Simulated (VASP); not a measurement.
Input:

```
CELL_PARAMETERS angstrom
      0.00000     2.97460     2.97460
      2.97460     0.00000     2.97460
     11.90004    11.90004    -0.00164
ATOMIC_POSITIONS crystal
  Ga 0.02119 0.02119 0.98411
  Ga 0.00741 0.00741 0.24445
  Ga 0.99385 0.99385 0.50461
  Ga 0.97923 0.97923 0.76558
  Sb 0.26275 0.26275 0.05293
  Sb 0.24957 0.24957 0.31282
  Sb 0.23638 0.23638 0.57272
  P  0.24963 0.24963 0.81278
```

The numbers are results of PBEsol GGA, VASP's PBE PAW potentials (set 64) (plane waves; VASP 6.6.1), not measurements. Settings: 400 eV cut-off, Gaussian smearing of 0.050 eV, potentials Ga_d Sb P.

Unless said otherwise, spin-orbit coupling is left out, though it shifts the bands of the heavy elements here.

Q: Predict the band gap (along the path) with the smallest direct gap where there is one.

A: 
| Property | Result |
|---|---|
| band gap (along the path) | none (metal, semimetal or under 0.01 eV) |

Total energies compare only between runs with the same potentials, cut-off and functional.

The structure was generated: Ga4PSb3 was put into an ordered model structure (R3m), which need not be its known phase. It was relaxed first.
